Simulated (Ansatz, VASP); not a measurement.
## Sn11GeO24 (a cell with a defect) (Cassiterite) in VASP and in Ansatz

The input POSCAR:

```
Sn11GeO24
1.0
    4.7380000000      4.7380000000      0.0000000000
   -4.7380000000      4.7380000000      0.0000000000
    0.0000000000      0.0000000000      9.5595000000
Ge Sn O
1 11 24
Direct
    0.0000000000      0.0000000000      0.0000000000
    0.0000000000      0.0000000000      0.3283713845
    0.0000000000      0.0000000000      0.6716286155
    0.5000000000      0.5000000000      0.0000000000
    0.5000000000      0.5000000000      0.3326967662
    0.5000000000      0.5000000000      0.6673032338
    0.5000000000      0.0000000000      0.1639871354
    0.5000000000      0.0000000000      0.5000000000
    0.5000000000      0.0000000000      0.8360128646
    0.0000000000      0.5000000000      0.1636609328
    0.0000000000      0.5000000000      0.5000000000
    0.0000000000      0.5000000000      0.8363390672
    0.2949920401      0.0000000000      0.0000000000
    0.3054881979      0.0000000000      0.3322897906
    0.3054881979      0.0000000000      0.6677102094
    0.8035881900      0.5000000000      0.0000000000
    0.8067705391      0.5000000000      0.3311829525
    0.8067705391      0.5000000000      0.6688170475
    0.5000000000      0.3052344272      0.1664059888
    0.5000000000      0.3060563507      0.5000000000
    0.5000000000      0.3052344272      0.8335940112
    0.0000000000      0.8126272030      0.1538198340
    0.0000000000      0.8063613192      0.5000000000
    0.0000000000      0.8126272030      0.8461801660
    0.7050079599      0.0000000000      0.0000000000
    0.6945118021      0.0000000000      0.3322897906
    0.6945118021      0.0000000000      0.6677102094
    0.1964118100      0.5000000000      0.0000000000
    0.1932294609      0.5000000000      0.3311829525
    0.1932294609      0.5000000000      0.6688170475
    0.5000000000      0.6947655728      0.1664059888
    0.5000000000      0.6939436493      0.5000000000
    0.5000000000      0.6947655728      0.8335940112
    0.0000000000      0.1873727970      0.1538198340
    0.0000000000      0.1936386808      0.5000000000
    0.0000000000      0.1873727970      0.8461801660
```

Contents of INCAR.step1:

```
SYSTEM = Sn11GeO24
  PREC = Accurate
  ENCUT = 520
  ISMEAR = -1
  SIGMA = 0.01
  LREAL = Auto
  LASPH = .True.
  NELM = 80
  NBANDS = 180
  GGA = PE
  ALGO = Normal
  EDIFF = 1E-4
  LWAVE = .True.
  LCHARG = .False.
```

INCAR.step2

```
SYSTEM = Sn11GeO24
  PREC = Accurate
  ENCUT = 520
  EDIFF = 1E-8
  ISMEAR = -1
  SIGMA = 0.01
  LREAL = Auto
  LASPH = .True.
  NELM = 80
  ALGO = Normal
  ISIF = 2
  LWAVE = .False.
  LCHARG = .False.
  METAGGA = R2SCAN
  LMIXTAU = .True.
  LEFG = .True.
  NBANDS = 180
  ISTART = 1
```

Contents of KPOINTS:

```
Automatic mesh
0
Gamma
  3 3 2
  0 0 0
```

Input for Ansatz:

```yaml
crystal:
  lattice:
    - [4.738, 4.738, 0.0]
    - [-4.738, 4.738, 0.0]
    - [0.0, 0.0, 9.5595]
  atoms:
    - { symbol: Ge, position: [0.0, 0.0, 0.0] }
    - { symbol: Sn, position: [0.0, 0.0, 0.3283713845] }
    - { symbol: Sn, position: [0.0, 0.0, 0.6716286155] }
    - { symbol: Sn, position: [0.5, 0.5, 0.0] }
    - { symbol: Sn, position: [0.5, 0.5, 0.3326967662] }
    - { symbol: Sn, position: [0.5, 0.5, 0.6673032338] }
    - { symbol: Sn, position: [0.5, 0.0, 0.1639871354] }
    - { symbol: Sn, position: [0.5, 0.0, 0.5] }
    - { symbol: Sn, position: [0.5, 0.0, 0.8360128646] }
    - { symbol: Sn, position: [0.0, 0.5, 0.1636609328] }
    - { symbol: Sn, position: [0.0, 0.5, 0.5] }
    - { symbol: Sn, position: [0.0, 0.5, 0.8363390672] }
    - { symbol: O, position: [0.2949920401, 0.0, 0.0] }
    - { symbol: O, position: [0.3054881979, 0.0, 0.3322897906] }
    - { symbol: O, position: [0.3054881979, 0.0, 0.6677102094] }
    - { symbol: O, position: [0.80358819, 0.5, 0.0] }
    - { symbol: O, position: [0.8067705391, 0.5, 0.3311829525] }
    - { symbol: O, position: [0.8067705391, 0.5, 0.6688170475] }
    - { symbol: O, position: [0.5, 0.3052344272, 0.1664059888] }
    - { symbol: O, position: [0.5, 0.3060563507, 0.5] }
    - { symbol: O, position: [0.5, 0.3052344272, 0.8335940112] }
    - { symbol: O, position: [0.0, 0.812627203, 0.153819834] }
    - { symbol: O, position: [0.0, 0.8063613192, 0.5] }
    - { symbol: O, position: [0.0, 0.812627203, 0.846180166] }
    - { symbol: O, position: [0.7050079599, 0.0, 0.0] }
    - { symbol: O, position: [0.6945118021, 0.0, 0.3322897906] }
    - { symbol: O, position: [0.6945118021, 0.0, 0.6677102094] }
    - { symbol: O, position: [0.19641181, 0.5, 0.0] }
    - { symbol: O, position: [0.1932294609, 0.5, 0.3311829525] }
    - { symbol: O, position: [0.1932294609, 0.5, 0.6688170475] }
    - { symbol: O, position: [0.5, 0.6947655728, 0.1664059888] }
    - { symbol: O, position: [0.5, 0.6939436493, 0.5] }
    - { symbol: O, position: [0.5, 0.6947655728, 0.8335940112] }
    - { symbol: O, position: [0.0, 0.187372797, 0.153819834] }
    - { symbol: O, position: [0.0, 0.1936386808, 0.5] }
    - { symbol: O, position: [0.0, 0.187372797, 0.846180166] }
kpoints:
  mp_grid: { grid: [3, 3, 2] }
scf:
  occupations: { method: fermi_dirac, width: 0.01 }
hamiltonian:
  xc: r2scan
  pseudopotentials: { kind: paw }
output:
  forces: true
  stress: true
  populations: true
  efg:
    quadrupole_moments_barn: { Ge: -0.196, Sn: -0.132, O: -0.02558 }
    contact_densities: true
```

Alike in both runs: task electric field gradients; functional r2SCAN; k mesh 3 × 3 × 2; occupations fermi-dirac, width 0.01 eV; no spin polarisation.

```csv
,VASP,Ansatz
version,VASP 6.6.1,Ansatz 0.2.0
potentials or method,"VASP PAW PBE potentials, release 64 (Ge_d, Sn_d, O)","plane-wave PAW, scalar-relativistic"
plane-wave cutoff (eV),520,500
valence electrons in the cell,312,312
```

```csv
,VASP,Ansatz,Ansatz less VASP
gap on the k mesh at the Fermi level (eV),1.66,1.64,-0.021
pressure (GPa),-0.3,-1.4,-1.05
largest component of the traceless stress (GPa),0.38,0.73,+0.354
rms of the force components (eV/Å),0.013,0.022,+0.0088
Vzz of the field gradient on the site that differs most (V/Å²),-52.8,52.7,+105.51
```

Atom by atom the forces differ by 0.016 eV/Å (rms over components). One of these differences is far larger than is usual between the two programs; its cause wasn't traced. Ansatz warned: «gradients_without_spin_orbit».

Caveats: the PAW data sets were made with another functional, which shifts forces and pressure a little (VASP); spin-orbit coupling is left out, which moves the levels of the heavy elements. r2SCAN opens gaps a little over a GGA but as a rule still falls short of measured ones.
